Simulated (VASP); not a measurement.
```
CELL_PARAMETERS angstrom
      3.33895     0.00000     0.00000
     -1.66948     2.89162     0.00000
      0.00000     0.00000    17.58547
ATOMIC_POSITIONS crystal
  Ta 0.66667 0.33333 0.25000
  Ta 0.33333 0.66667 0.75000
  S  0.00000 0.00000 0.33811
  S  0.00000 0.00000 0.66189
  S  0.00000 0.00000 0.83811
  S  0.00000 0.00000 0.16189
```

Method: LDA (Ceperley-Alder, Perdew-Zunger), VASP's LDA PAW potentials (set 64) (plane waves; VASP 6.6.1). Numerical set-up: 300 eV cut-off, 8×8×2 Γ-centred mesh, Fermi-Dirac smearing of 0.10 eV, potentials Ta_pv S.

Problem. Give the energies of bands 13 to 26 at the high-symmetry points, in eV from the Fermi level.

Solution. 
```
band      Γ      M      K      A      L      H
----  -----  -----  -----  -----  -----  -----
13    -2.48  -4.34  -4.68  -2.48  -4.34  -4.68
14    -2.48  -4.34  -4.68  -2.48  -4.34  -4.68
15    -2.48  -3.78  -3.87  -2.48  -3.77  -3.87
16    -2.48  -3.77  -3.87  -2.48  -3.77  -3.87
17    -1.52  -2.92  -3.43  -1.46  -2.92  -3.42
18    -1.40  -2.92  -3.42  -1.46  -2.92  -3.42
19    -1.33  -1.47  -2.67  -1.33  -1.46  -2.67
20    -1.33  -1.45  -2.67  -1.33  -1.46  -2.67
21    -1.33  -1.24  -1.69  -1.33  -1.24  -1.68
22    -1.33  -1.24  -1.67  -1.33  -1.24  -1.68
23     0.97  -0.26   0.65   1.03  -0.26   0.65
24     1.09  -0.25   0.65   1.03  -0.26   0.65
25     3.25   3.52   2.25   3.24   3.52   2.25
26     3.25   3.57   2.25   3.25   3.52   2.25
```

It has no gap at this level: it comes out as a metal or semimetal.

The structure comes from a computed database's TaS2 entry (P6_3/mmc); how it stands against other phases isn't given here. The cell was not relaxed at this level.
